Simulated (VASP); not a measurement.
O2C: single point with PBE+D4

O2C, in a box:

```
CELL_PARAMETERS angstrom
12.00000 0.00000 0.00000
0.00000 12.50000 0.00000
0.00000 0.00000 13.00000
ATOMIC_POSITIONS crystal
O 0.40245 0.50000 0.50000
O 0.59755 0.50000 0.50000
C 0.50000 0.50000 0.50000
```

* Program: VASP 6.6.1
* Task: single point
* Functional: PBE
* Dispersion: D4
* Potentials or basis: VASP PAW PBE potentials, release 64 (O, C)
* Cutoff: 520 eV
* k mesh: 1 × 1 × 1
* Occupations: gaussian, width 0.01 eV
* Spin: no spin polarisation
* Dipole correction: no
* Further INCAR settings: ALGO = Fast; EDIFF = 1e-07; NBANDS = 15

```json
{
 "Largest force": "0.633 eV/Å",
 "Gap between the frontier levels": "8.06 eV",
 "Dispersion energy per atom": "-0.009 eV"
}
```

Forces in eV/Å, atoms in the order of the input:
```
O   -0.633  0.000  0.000
O    0.633  0.000  0.000
C    0.000  0.000  0.000
```

Levels at points of the mesh, in eV from the valence-band top:
| k point | band 6 | band 7 | band 8 | band 9 | band 10 | band 11 |
| --- | --- | --- | --- | --- | --- | --- |
| (0.00, 0.00, 0.00) | -3.52 | 0.00 | 0.00 | 8.06 | 8.56 | 8.56 |

Run time: 87 s on 1 thread of Intel(R) Xeon(R) 6975P-C (Granite Rapids), on a shared host, peak memory 1.4 GiB.

Caveat: the standard files for N, O and F lose accuracy on very short bonds. PBE gaps usually lie below the measured ones, often by a third to a half.
